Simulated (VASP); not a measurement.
# Sr2CN2F2 (C2/m) in VASP: a series of runs

One crystal, Sr2CN2F2, is run at these levels: PBE; tasks: single point.

Everything below comes from runs of VASP 6.6.1. Logs are shortened: lines on timing, memory, paths and dates and some standing lists are left out, and cuts for length are marked.

## (1) The crystal as given

Symmetry: C2/m, No. 12, monoclinic system. Conventional cell: a = 8.755 Å, b = 3.868 Å, c = 6.596 Å, α = 90.00°, β = 97.84°, γ = 90.00°. N (site symmetry m) has 1 C at 1.12 Å as nearest neighbours. C (site symmetry 2/m) has 2 N at 1.12 Å as nearest neighbours. F (site symmetry m) has 4 Sr at 2.73 to 2.74 Å and 2 C at 3.11 Å as nearest neighbours. Sr (site symmetry m) is surrounded by 3 N at 2.37 to 2.39 Å.

The cell was built by a generator and needn't be a form met in nature.

## (2) Single point, PBE

INCAR reads:

```
SYSTEM = Sr2CN2F2
  PREC = Accurate
  ENCUT = 520
  EDIFF = 1E-6
  ISMEAR = -1
  SIGMA = 0.0274
  LREAL = .False.
  LASPH = .True.
  NELM = 100
  ALGO = Normal
  ISIF = 2
  LWAVE = .False.
  LCHARG = .False.
  GGA = PE
  NBANDS = 33
```

KPOINTS reads:

```
Automatic mesh
0
Gamma
  5 5 3
  0 0 0
```

POSCAR reads:

```
Sr2CN2F2
1.0
    0.0000000000      3.8675470000      0.0000000000
    4.3774670000     -1.9337740000      0.0000000000
    0.8996500000      0.0000000000     -6.5345150000
N C F Sr
2 1 2 2
Direct
    0.1156000000      0.2312000000      0.5542000000
    0.8844000000      0.7688000000      0.4458000000
    0.0000000000      0.0000000000      0.5000000000
    0.3704100000      0.7408200000      0.8517300000
    0.6295900000      0.2591800000      0.1482700000
    0.3176600000      0.6353200000      0.2707900000
    0.6823400000      0.3646800000      0.7292100000
```

Potentials or basis: VASP PAW PBE potentials, release 64 (N, C, F, Sr_sv).

Launch:

```console
cat potpaw_PBE.64/N/POTCAR potpaw_PBE.64/C/POTCAR potpaw_PBE.64/F/POTCAR potpaw_PBE.64/Sr_sv/POTCAR > POTCAR
mpirun -np 1 vasp_std > vasp.out
```

OUTCAR:

```text
SYSTEM = Sr2CN2F2
   PREC = Accurate
   ENCUT = 520
   EDIFF = 1E-6
   ISMEAR = -1
   LREAL = .False.
   LASPH = .True.
   NELM = 100
   ISIF = 2
   GGA = PE

 ion  position               nearest neighbor table
   1  0.116  0.231  0.554-   3 1.12   7 2.37   7 2.37   6 2.39
   2  0.884  0.769  0.446-   3 1.12   6 2.37   6 2.37   7 2.39
   3  0.000  0.000  0.500-   1 1.12   2 1.12   6 2.98   7 2.98   7 3.04   6 3.04   6 3.04   7 3.04

   4  0.370  0.741  0.852-   7 2.73   7 2.73   6 2.74   7 2.74
   5  0.630  0.259  0.148-   6 2.73   6 2.73   7 2.74   6 2.74
   6  0.318  0.635  0.271-   2 2.37   2 2.37   1 2.39   5 2.73   5 2.73   4 2.74   5 2.74   3 2.98
                             3 3.04   3 3.04   7 3.65   7 3.65   7 4.37   7 4.37   7 4.45   7 4.69
   7  0.682  0.365  0.729-   1 2.37   1 2.37   2 2.39   4 2.73   4 2.73   5 2.74   4 2.74   3 2.98
                             3 3.04   3 3.04   6 3.65   6 3.65   6 4.37   6 4.37   6 4.45   6 4.69

  LATTYP: Found a base centered monoclinic cell.
 ALAT       =     8.7549340000
 B/A-ratio  =     0.4417562714
 C/A-ratio  =     0.7534214042
 COS(beta)  =    -0.1363900705

  Lattice vectors:

 A1 = (  -4.3774670000,  -1.9337730000,   0.0000000000)
 A2 = (  -4.3774670000,   1.9337740000,   0.0000000000)
 A3 = (   0.8996500000,   0.0000000000,  -6.5345150000)

Analysis of symmetry for initial positions (statically):
=====================================================================
 Subroutine PRICEL returns:
 Original cell was already a primitive cell.

 Routine SETGRP: Setting up the symmetry group for a
 base centered monoclinic supercell.

 Subroutine GETGRP returns: Found  4 space group operations
 (whereof  4 operations were pure point group operations)
 out of a pool of  4 trial point group operations.

The static configuration has the point symmetry C_2h.

Analysis of symmetry for dynamics (positions and initial velocities):
=====================================================================
 Subroutine PRICEL returns:
 Original cell was already a primitive cell.

 Routine SETGRP: Setting up the symmetry group for a
 base centered monoclinic supercell.

 Subroutine GETGRP returns: Found  4 space group operations
 (whereof  4 operations were pure point group operations)
 out of a pool of  4 trial point group operations.

The dynamic configuration has the point symmetry C_2h.

 Subroutine INISYM returns: Found  4 space group operations
 (whereof  4 operations are pure point group operations),
 and found     1 'primitive' translations
[... 108 lines left out ...]
   IBRION =     -1    ionic relax: 0-MD 1-quasi-New 2-CG
   NFREE  =      0    steps in history (QN), initial steepest desc. (CG)
   ISIF   =      2    stress and relaxation
   ISYM   =      2    0-nonsym 1-usesym 2-fastsym
   POTIM  = 0.5000    time-step for ionic-motion
   TEBEG  =    0.0;   TEEND  =   0.0 temperature during run
   PSTRESS=    0.0 pullay stress
   NELECT =      48.0000    total number of electrons
   NUPDOWN=      -1.0000    fix difference up-down
   EMIN   =  10.00;   EMAX   =-10.00  energy-range for DOS
   EFERMI =   0.00;   METHOD = LEGACY
   ISMEAR =    -1;   SIGMA  =   0.03  broadening in eV -4-tet -1-fermi 0-gaus
   EFERMI_NEDOS =   21; number of points for ismear=-14 and -15
   IALGO  =     38    algorithm
   IMIX   =      4    mixing-type and parameters
     AMIX     =   0.40;   BMIX     =  1.00
     AMIX_MAG =   1.60;   BMIX_MAG =  1.00
  volume/ion in A,a.u.               =      15.80       106.65
  Fermi-wavevector in a.u.,A,eV,Ry     =   1.239361  2.342053 20.898775  1.536017
  Thomas-Fermi vector in A             =   2.373848
   LORBIT       =      0    0 simple, 1 ext, 2 COOP (PROOUT), +10 PAW based schemes
   GGA     = PE    functional components
   LHFCALC =     F    Hartree Fock is set to
   AEXX    =    0.0000 exact exchange contribution
   IVDW    =     0    specifies the selected vdW correction
   LEPSILON=     F    determine dielectric tensor
   LRPA    =     F    only Hartree local field effects (RPA)
 non-spin polarized calculation
  energy-cutoff  :      520.00
  volume of cell :      110.63
 maximum number of plane-waves:      3003
 NGX is ok and might be reduce to    30
   NGX = 15   NGY = 17   NGZ = 25

 number of electron      48.0000007 magnetization

 Free energy of the ion-electron system (eV)
  ---------------------------------------------------
  ext. energy  EPLUGINS =         0.00000000
  ---------------------------------------------------
  free energy    TOTEN  =       -45.07744211 eV

  energy without entropy =      -45.07744211  energy(sigma->0) =      -45.07744211

 E-fermi :   1.0025     XC(G=0):  -9.0260

 val. band max:        0.2389942813   @ k =   0.2000   0.4000   0.3333
 cond. band min:       5.0288999768   @ k =   0.0000   0.0000   0.0000
 fundamental gap:      4.7899056955
 Fermi energy:         1.0024861663

 k-point     1 :       0.0000    0.0000    0.0000
  band No.  band energies     occupation
      1     -31.7956      2.00000
      2     -31.7305      2.00000
      3     -20.0944      2.00000
      4     -19.9795      2.00000
      5     -18.1198      2.00000
      6     -16.1790      2.00000
[... 853 lines left out ...]
     32       9.0406      0.00000
     33       9.6757      0.00000

------------------------ aborting loop because EDIFF is reached ----------------------------------------

  FORCE on cell =-STRESS in cart. coord.  units (eV):
  Direction    XX          YY          ZZ          XY          YZ          ZX
  --------------------------------------------------------------------------------------
  -------------------------------------------------------------------------------------
  Total       30.4746970      7.9950207      8.3082294     -0.0000033      0.0000009     -8.9380954
  in kB      441.3449261    115.7866088    120.3226035     -0.0000484      0.0000129   -129.4445378
  external PRESSURE =     225.8180461 kB  Pullay stress =       0.0000000 kB

 VOLUME and BASIS-vectors are now :
 -----------------------------------------------------------------------------
  energy-cutoff  :      520.00
  volume of cell :      110.63
      direct lattice vectors                 reciprocal lattice vectors
     0.000000000  3.867547000  0.000000000     0.114221336  0.258561822  0.015725609
     4.377467000 -1.933774000  0.000000000     0.228442613  0.000000000  0.031451209
     0.899650000  0.000000000 -6.534515000     0.000000000  0.000000000 -0.153033546

 POSITION                                       TOTAL-FORCE (eV/Angst)
 -----------------------------------------------------------------------------------
      1.51066     -0.00000     -3.62143        11.930186     -0.000001     -4.145255
      3.76646      1.93377     -2.91309       -11.930186      0.000001      4.145255
      0.44982      0.00000     -3.26726        -0.000000      0.000000      0.000000
      4.00917     -0.00000     -5.56564        -0.123364      0.000000     -0.046718
      1.26794      1.93377     -0.96887         0.123364     -0.000000      0.046718
      3.02471     -0.00000     -1.76948        -0.181852     -0.000000      3.358969
      2.25241      1.93377     -4.76503         0.181852      0.000000     -3.358969
 -----------------------------------------------------------------------------------
    total drift:                               -0.000000      0.000000     -0.000000

  FREE ENERGIE OF THE ION-ELECTRON SYSTEM (eV)
  ---------------------------------------------------
  free  energy   TOTEN  =       -45.0774421060 eV

  energy  without entropy=      -45.0774421060  energy(sigma->0) =      -45.07744211
```

OSZICAR:

```text
N       E                     dE             d eps       ncg     rms          rms(c)
DAV:   1     0.323031354822E+03    0.32303E+03   -0.25479E+04  1584   0.138E+03
DAV:   2    -0.292038182546E+02   -0.35224E+03   -0.33830E+03  2120   0.331E+02
DAV:   3    -0.520096332252E+02   -0.22806E+02   -0.22692E+02  2334   0.805E+01
DAV:   4    -0.527921715808E+02   -0.78254E+00   -0.78150E+00  2383   0.118E+01
DAV:   5    -0.528122343437E+02   -0.20063E-01   -0.20062E-01  2143   0.142E+00    0.300E+01
DAV:   6    -0.454097791096E+02    0.74025E+01   -0.21873E+01  1884   0.244E+01    0.257E+01
DAV:   7    -0.450622420574E+02    0.34754E+00   -0.28603E+00  2240   0.920E+00    0.135E+01
DAV:   8    -0.450661392452E+02   -0.38972E-02   -0.51517E-01  2061   0.385E+00    0.204E+00
DAV:   9    -0.450690287134E+02   -0.28895E-02   -0.59556E-02  2104   0.118E+00    0.518E-01
DAV:  10    -0.450741901212E+02   -0.51614E-02   -0.91935E-03  1847   0.484E-01    0.242E-01
DAV:  11    -0.450766496439E+02   -0.24595E-02   -0.19479E-03  1800   0.241E-01    0.771E-02
DAV:  12    -0.450773222998E+02   -0.67266E-03   -0.61567E-04  1871   0.133E-01    0.290E-02
DAV:  13    -0.450774327724E+02   -0.11047E-03   -0.11901E-04  2024   0.543E-02    0.108E-02
DAV:  14    -0.450774412728E+02   -0.85004E-05   -0.95521E-06  1911   0.154E-02    0.377E-03
DAV:  15    -0.450774421060E+02   -0.83317E-06   -0.12329E-06  1560   0.597E-03
   1 F= -.45077442E+02 E0= -.45077442E+02  d E =-.440261E-12
```

stdout:

```text
POSCAR found type information on POSCAR N C F Sr
 POSCAR found :  4 types and       7 ions
 scaLAPACK will be used
 LDA part: xc-table for (Slater+PW92), standard interpolation
 POSCAR, INCAR and KPOINTS ok, starting setup
 FFT: planning ... GRIDC
 FFT: planning ... GRID_SOFT
 FFT: planning ... GRID
 WAVECAR not read
 entering main loop
```

Wall time 2.1 min (1 thread of Intel Xeon Platinum 8375C at 2.90GHz (Ice Lake), shared host); peak memory 0.26 GiB.

Results:

| Property | Result |
| --- | --- |
| Free energy | -45.0774 eV |
| Pressure | 22.6 GPa |
| Largest force | 12.630 eV/Å |
| Band gap on the k mesh | 4.79 eV, indirect (least direct gap 5.19 eV) |

Forces in eV/Å, atoms in the order of the input:
```
N    11.930   0.000  -4.145
N   -11.930   0.000   4.145
C     0.000   0.000   0.000
F    -0.123   0.000  -0.047
F     0.123   0.000   0.047
Sr   -0.182   0.000   3.359
Sr    0.182   0.000  -3.359
```

Levels at points of the mesh, in eV from the valence-band top:
```tsv
k point	band 21	band 22	band 23	band 24	band 25	band 26	band 27	band 28
(0.00, 0.00, 0.00)	-1.63	-1.59	-0.43	-0.40	4.79	6.40	6.90	7.63
```

Caveat: the standard files for N, O and F lose accuracy on very short bonds; so large a pressure means that the cell lies far from this level's equilibrium, or that cutoff or potentials fall short; an odd mesh through Γ misses points on the zone boundary, where band edges often lie; forces of over 1 eV/Å show positions far from the minimum, so gaps and moduli don't describe the material at rest.

## (3) Single point, PBE

INCAR reads:

```
  PREC = Accurate
  ENCUT = 520
  EDIFF = 1E-6
  ISMEAR = -1
  SIGMA = 0.0274
  LREAL = False
  LASPH = True
  NELM = 80
  ALGO = Normal
  ISIF = 2
  LWAVE = False
  LCHARG = False
  GGA = PE
  NBANDS = 33
```

KPOINTS reads:

```
Automatic mesh
0
Gamma
  5 5 3
```

POSCAR is that of step 2.

Potentials or basis: VASP PAW PBE potentials, release 64 (N, C, F, Sr_sv).

Launch:

```console
cat potpaw_PBE.64/N/POTCAR potpaw_PBE.64/C/POTCAR potpaw_PBE.64/F/POTCAR potpaw_PBE.64/Sr_sv/POTCAR > POTCAR
mpirun -np 1 vasp_std > vasp.out
```

Run time: 2.1 min. Hardware: 1 thread of Intel Xeon Platinum 8375C at 2.90GHz (Ice Lake), shared host; peak memory 0.26 GiB.

Results (log left out):

* Free energy: -45.0774 eV
* Pressure: 22.6 GPa
* Largest force: 12.630 eV/Å
* Band gap on the k mesh: 4.79 eV, indirect (least direct gap 5.19 eV)

Forces on the atoms (eV/Å):
```
N    11.930   0.000  -4.145
N   -11.930   0.000   4.145
C     0.000   0.000   0.000
F    -0.123   0.000  -0.047
F     0.123   0.000   0.047
Sr   -0.182   0.000   3.359
Sr    0.182   0.000  -3.359
```

Stress tensor (GPa, compression positive):
```
 44.13   0.00 -12.94
  0.00  11.58   0.00
-12.94   0.00  12.03
```

Levels at points of the mesh, in eV from the valence-band top:
```tsv
k point	band 20	band 21	band 22	band 23	band 24	band 25	band 26	band 27	band 28	band 29
(0.00, 0.00, 0.00)	-1.68	-1.63	-1.59	-0.43	-0.40	4.79	6.40	6.90	7.63	8.00
```

Caveat: the standard files for N, O and F lose accuracy on very short bonds; so large a pressure means that the cell lies far from this level's equilibrium, or that cutoff or potentials fall short; an odd mesh through Γ misses points on the zone boundary, where band edges often lie; forces of over 1 eV/Å show positions far from the minimum, so gaps and moduli don't describe the material at rest.

## (4) Single point, PBE

INCAR reads:

```
  ALGO = Normal
  EDIFF = 1E-6
  ENCUT = 520
  GGA = PE
  ISIF = 2
  ISMEAR = -1
  LASPH = T
  LCHARG = T
  LELF = T
  LREAL = F
  LVHAR = T
  LWAVE = F
  NBANDS = 33
  NELM = 100
  PREC = Accurate
  SIGMA = 0.0274
```

KPOINTS reads:

```
k-points
0
Gamma
  5 5 3
```

POSCAR is that of step 3.

Launch:

```console
cat potpaw_PBE.64/N/POTCAR potpaw_PBE.64/C/POTCAR potpaw_PBE.64/F/POTCAR potpaw_PBE.64/Sr_sv/POTCAR > POTCAR
mpirun -np 1 vasp_std > vasp.out
```

Run time: 2.2 min. Hardware: 1 thread of Intel Xeon Platinum 8375C at 2.90GHz (Ice Lake), shared host; peak memory 0.26 GiB.

Results (log left out):

- Free energy: -45.0774 eV
- Pressure: 22.6 GPa
- Largest force: 12.630 eV/Å
- Band gap on the k mesh: 4.79 eV, indirect (least direct gap 5.19 eV)

Forces in eV/Å, atoms in the order of the input:
```
N    11.930   0.000  -4.145
N   -11.930   0.000   4.145
C     0.000   0.000   0.000
F    -0.123   0.000  -0.047
F     0.123   0.000   0.047
Sr   -0.182   0.000   3.359
Sr    0.182   0.000  -3.359
```

Stress tensor (GPa, compression positive):
```
 44.13   0.00 -12.94
  0.00  11.58   0.00
-12.94   0.00  12.03
```

Levels at points of the mesh, in eV from the valence-band top:
```tsv
k point	band 21	band 22	band 23	band 24	band 25	band 26	band 27	band 28
(0.00, 0.00, 0.00)	-1.63	-1.59	-0.43	-0.40	4.79	6.40	6.90	7.63
```

Caveat: the standard files for N, O and F lose accuracy on very short bonds; so large a pressure means that the cell lies far from this level's equilibrium, or that cutoff or potentials fall short; an odd mesh through Γ misses points on the zone boundary, where band edges often lie; forces of over 1 eV/Å show positions far from the minimum, so gaps and moduli don't describe the material at rest.
